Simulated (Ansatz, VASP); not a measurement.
# Two plane-wave programs on Be3As

File INCAR:

```
SYSTEM = Be3As
PREC = Accurate ; ENCUT = 520
EDIFF = 1E-6 ; ISMEAR = 0
SIGMA = 0.1 ; LREAL = .FALSE.
LASPH = .TRUE. ; NELM = 80
ALGO = Normal ; ISIF = 2
LWAVE = .FALSE. ; LCHARG = .TRUE.
GGA = PE ; LELF = .TRUE.
LVHAR = .TRUE. ; NBANDS = 14
```

KPOINTS

```
regular mesh
0
G
  6 6 6
  0 0 0
```

Contents of POSCAR:

```
Be3As
1.0
    3.4914542356      0.0000000000      0.0000000000
    0.0000000000      3.4914542356      0.0000000000
    0.0000000000      0.0000000000      3.4914542356
Be As
3 1
Direct
    0.0000000000      0.5000000000      0.5000000000
    0.5000000000      0.0000000000      0.5000000000
    0.5000000000      0.5000000000      0.0000000000
    0.0000000000      0.0000000000      0.0000000000
```

Input for Ansatz:

```yaml
crystal:
  lattice:
    - [3.4914542356, 0.0, 0.0]
    - [0.0, 3.4914542356, 0.0]
    - [0.0, 0.0, 3.4914542356]
  atoms:
    - { symbol: Be, position: [0.0, 0.5, 0.5] }
    - { symbol: Be, position: [0.5, 0.0, 0.5] }
    - { symbol: Be, position: [0.5, 0.5, 0.0] }
    - { symbol: As, position: [0.0, 0.0, 0.0] }
basis:
  ecutwfc: 420
kpoints:
  mp_grid: { grid: [6, 6, 6] }
hamiltonian:
  xc: pbe
scf:
  occupations: { method: gaussian, width: 0.1 }
  lower_state_search: "off"
output:
  forces: true
  stress: true
  eigenvalues: true
```

Alike in both runs: task single point; functional PBE; k mesh 6 × 6 × 6; occupations gaussian, width 0.1 eV; no spin polarisation.

|  | VASP | Ansatz |
| --- | --- | --- |
| version | VASP 6.6.1 | Ansatz 0.2.0 |
| potentials or method | VASP PAW PBE potentials, release 64 (Be, As) | scalar-relativistic, plane waves, PAW |
| plane-wave cutoff (eV) | 520 | 420 |
| valence electrons in the cell | 11 | 21 |

VASP gave:

```
gap on the k mesh at the Fermi level (eV) : none
pressure (GPa)                            : 2.4
```

Problem. Estimate Ansatz's values.

Solution. gap on the k mesh at the Fermi level (eV): none; pressure (GPa): 2.0.

A gap of «none» marks a metal or a gap that the smearing closes. With one functional, cell and mesh, what is left measures potentials, basis and numerics. The two sets of potentials don't hold the same shells in valence.
